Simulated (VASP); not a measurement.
The system is InSb.

```
CELL_PARAMETERS angstrom
0.00000 3.23910 3.23910
3.23910 0.00000 3.23910
3.23910 3.23910 0.00000
ATOMIC_POSITIONS crystal
In 0.00000 0.00000 0.00000
Sb 0.25000 0.25000 0.25000
```

* Program: VASP 6.6.1
* Task: relaxation of cell and atoms
* Functional: PBE
* Potentials or basis: VASP PAW PBE potentials, release 64 (In_d, Sb)
* Cutoff: 520 eV
* k mesh: 8 × 8 × 8
* Occupations: gaussian, width 0.02 eV
* Spin: no spin polarisation

At the start: pressure 3.1 GPa; volume 33.98 Å³/atom.

Q: How do energy, volume and symmetry change on relaxing?

A: Over 3 steps the energy falls by 23.0 meV/atom and the volume is 36.49 Å³/atom (+7.4 %); space group F-43m (No. 216, to 0.05 Å).

The path:
| step | energy change (eV) | largest force (eV/Å) | pressure (GPa) | volume (Å³) |
| --- | --- | --- | --- | --- |
| 1 | 0.0000 | 0.0000 | 3.13 | 67.97 |
| 2 | -0.0416 | 0.0000 | -0.81 | 74.72 |
| 3 | -0.0459 | 0.0000 | 0.01 | 72.99 |

Final structure:
```cif
data_structure
_symmetry_space_group_name_H-M 'P 1'
_symmetry_Int_Tables_number 1
_cell_length_a 4.6909
_cell_length_b 4.6909
_cell_length_c 4.6909
_cell_angle_alpha 60.000
_cell_angle_beta 60.000
_cell_angle_gamma 60.000
_cell_volume 72.99
loop_
_atom_site_label
_atom_site_type_symbol
_atom_site_fract_x
_atom_site_fract_y
_atom_site_fract_z
_atom_site_occupancy
In1 In 0.00000 0.00000 0.00000 1
Sb1 Sb 0.25000 0.25000 0.25000 1
```
